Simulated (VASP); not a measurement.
# SrB (Pm-3m) in VASP: reference runs, part 2 of 2

VASP 6.6.1. Earlier steps stand in the parts before.

**3. Single point, PBE (atoms moved at random, drawn with an rms of 0.05 Å)**

Input file INCAR:

```
PREC = Accurate
ENCUT = 520
EDIFF = 1E-7
ISMEAR = -1
SIGMA = 0.05
LREAL = False
LASPH = True
NELM = 60
ALGO = Normal
ISIF = 2
LWAVE = False
LCHARG = False
GGA = PE
NBANDS = 14
```

Input file KPOINTS:

```
Automatic mesh
0
Gamma
  8 8 8
```

Input file POSCAR:

```
SrB
1.0
    3.5009200000      0.0000000000      0.0000000000
    0.0000000000      3.5009200000      0.0000000000
    0.0000000000      0.0000000000      3.5009200000
Sr B
1 1
Direct
    0.5026240000      0.5032110000      0.4889100000
   -0.0010750000      0.0141840000     -0.0055080000
```

Potentials or basis: VASP PAW PBE potentials, release 64 (Sr_sv, B).

Run with:

```console
$ cat potpaw_PBE.64/Sr_sv/POTCAR potpaw_PBE.64/B/POTCAR > POTCAR
$ mpirun -np 1 vasp_std > vasp.out
```

OUTCAR:

```text
PREC = Accurate
   ENCUT = 520
   EDIFF = 1E-7
   ISMEAR = -1
   LREAL = False
   LASPH = True
   NELM = 60
   ISIF = 2
   GGA = PE

 ion  position               nearest neighbor table
   1  0.503  0.503  0.489-   2 2.99   2 3.01   2 3.01   2 3.03   2 3.04   2 3.05   2 3.06   2 3.07

   2  0.999  0.014  0.994-   1 2.99   1 3.01   1 3.01   1 3.03   1 3.04   1 3.05   1 3.06   1 3.07

  LATTYP: Found a simple cubic cell.
 ALAT       =     3.5009200000

  Lattice vectors:

 A1 = (   3.5009200000,   0.0000000000,   0.0000000000)
 A2 = (   0.0000000000,   3.5009200000,   0.0000000000)
 A3 = (   0.0000000000,   0.0000000000,   3.5009200000)

Analysis of symmetry for initial positions (statically):
=====================================================================
 Subroutine PRICEL returns:
 Original cell was already a primitive cell.

 Routine SETGRP: Setting up the symmetry group for a
 simple cubic supercell.

 Subroutine GETGRP returns: Found  1 space group operations
 (whereof  1 operations were pure point group operations)
 out of a pool of 48 trial point group operations.

The static configuration has the point symmetry C_1 .
[... 176 lines left out ...]
      6       4.3961      0.00000
      7       4.4231      0.00000
      8       5.0207      0.00000
      9       5.0319      0.00000
     10       5.0641      0.00000
     11       9.6180      0.00000
     12      10.1660      0.00000
     13      10.1680      0.00000
     14      10.1684      0.00000
[... 377 lines left out ...]
      1     -31.9195      2.00000
      2     -14.0986      2.00000
      3     -13.7908      2.00000
      4     -13.6678      2.00000
      5      -3.4033      2.00000
      6       2.1989      1.99998
      7       3.7117      0.00000
      8       4.5728      0.00000
      9       5.4881      0.00000
     10       7.4939      0.00000
     11       9.5337      0.00000
     12       9.6972      0.00000
     13      11.0750      0.00000
     14      11.6928      0.00000

 [... further k-points ...]

------------------------ aborting loop because EDIFF is reached ----------------------------------------

  FORCE on cell =-STRESS in cart. coord.  units (eV):
  Direction    XX          YY          ZZ          XY          YZ          ZX
  --------------------------------------------------------------------------------------
  -------------------------------------------------------------------------------------
  Total        0.0471684      0.0454947      0.0469278     -0.0037990      0.0057434     -0.0019328
  in kB        1.7612245      1.6987332      1.7522410     -0.1418503      0.2144543     -0.0721690
  external PRESSURE =       1.7373996 kB  Pullay stress =       0.0000000 kB

 VOLUME and BASIS-vectors are now :
 -----------------------------------------------------------------------------
  energy-cutoff  :      520.00
  volume of cell :       42.91
      direct lattice vectors                 reciprocal lattice vectors
     3.500920000  0.000000000  0.000000000     0.285639203  0.000000000  0.000000000
     0.000000000  3.500920000  0.000000000     0.000000000  0.285639203  0.000000000
     0.000000000  0.000000000  3.500920000     0.000000000  0.000000000  0.285639203

 POSITION                                       TOTAL-FORCE (eV/Angst)
 -----------------------------------------------------------------------------------
      1.75965      1.76170      1.71163        -0.031337      0.092737      0.047284
      3.49716      0.04966      3.48164         0.031337     -0.092737     -0.047284
 -----------------------------------------------------------------------------------
    total drift:                               -0.000020     -0.000036     -0.000039

  FREE ENERGIE OF THE ION-ELECTRON SYSTEM (eV)
  ---------------------------------------------------
  free  energy   TOTEN  =        -6.4832273488 eV

  energy  without entropy=       -6.4696842285  energy(sigma->0) =       -6.47645579
```

OSZICAR:

```text
N       E                     dE             d eps       ncg     rms          rms(c)
DAV:   1     0.445343158122E+02    0.44534E+02   -0.61006E+03  7280   0.812E+02
DAV:   2    -0.428057401128E+01   -0.48815E+02   -0.47022E+02 10202   0.172E+02
DAV:   3    -0.652806971175E+01   -0.22475E+01   -0.22315E+01 11104   0.294E+01
DAV:   4    -0.659324125751E+01   -0.65172E-01   -0.65162E-01  9072   0.325E+00
DAV:   5    -0.659372965990E+01   -0.48840E-03   -0.48840E-03  9978   0.253E-01    0.182E+01
DAV:   6    -0.649480397402E+01    0.98926E-01   -0.80472E-02  8892   0.193E+00    0.114E+01
DAV:   7    -0.648630761185E+01    0.84964E-02   -0.11439E-01 10432   0.234E+00    0.879E-01
DAV:   8    -0.648309272815E+01    0.32149E-02   -0.18298E-02  8540   0.759E-01    0.359E-01
DAV:   9    -0.648321808265E+01   -0.12535E-03   -0.61689E-04  9084   0.158E-01    0.570E-02
DAV:  10    -0.648322468038E+01   -0.65977E-05   -0.19744E-05  9582   0.271E-02    0.188E-02
DAV:  11    -0.648322636542E+01   -0.16850E-05   -0.23005E-06  9210   0.907E-03    0.880E-03
DAV:  12    -0.648322728711E+01   -0.92168E-06   -0.98887E-07  8648   0.689E-03    0.148E-03
DAV:  13    -0.648322734881E+01   -0.61705E-07   -0.24737E-08  6082   0.116E-03
   1 F= -.64832273E+01 E0= -.64764558E+01  d E =-.135431E-01
```

stdout:

```text
POSCAR found type information on POSCAR SrB
 POSCAR found :  2 types and       2 ions
 scaLAPACK will be used
 LDA part: xc-table for (Slater+PW92), standard interpolation
 POSCAR, INCAR and KPOINTS ok, starting setup
 FFT: planning ... GRIDC
 FFT: planning ... GRID_SOFT
 FFT: planning ... GRID
 WAVECAR not read
 entering main loop
```

Run time: 2.1 min. Hardware: 1 thread of Intel Xeon Platinum 8259CL at 2.50GHz (Skylake/Cascade Lake), shared host; peak memory 0.28 GiB.

Results:

| Quantity | Value |
| --- | --- |
| Free energy | -6.4832 eV |
| Pressure | 0.2 GPa |
| Largest force | 0.109 eV/Å |
| Band gap on the k mesh | none (metal or under the smearing width) |

Forces in eV/Å, atoms in the order of the input:
```
Sr  -0.031  0.093  0.047
B    0.031 -0.093 -0.047
```

Levels at points of the mesh, in eV from the Fermi level:
```tsv
k point	band 3	band 4	band 5	band 6	band 7	band 8	band 9	band 10	band 11	band 12
(0.00, 0.00, 0.00)	-16.50	-16.50	-7.14	1.61	1.64	2.24	2.25	2.28	6.83	7.38
(0.50, 0.00, 0.00)	-16.42	-16.42	-5.09	-2.67	1.30	1.31	2.72	7.55	7.85	8.15
(0.00, 0.50, 0.00)	-16.42	-16.42	-5.09	-2.67	1.30	1.30	2.72	7.56	7.85	8.26
(0.00, 0.00, 0.50)	-16.42	-16.42	-5.09	-2.67	1.30	1.31	2.72	7.56	7.85	8.16
(0.50, 0.50, 0.00)	-17.11	-16.36	-5.32	-0.36	-0.36	2.10	2.84	5.12	5.13	5.88
(0.00, 0.50, 0.50)	-17.11	-16.36	-5.32	-0.36	-0.36	2.10	2.84	5.12	5.13	5.88
(0.50, 0.00, 0.50)	-17.11	-16.36	-5.32	-0.36	-0.36	2.10	2.85	5.12	5.12	5.89
(0.50, 0.50, 0.50)	-16.98	-16.98	-3.62	-1.84	-1.84	-1.83	7.68	7.68	7.70	9.16
```
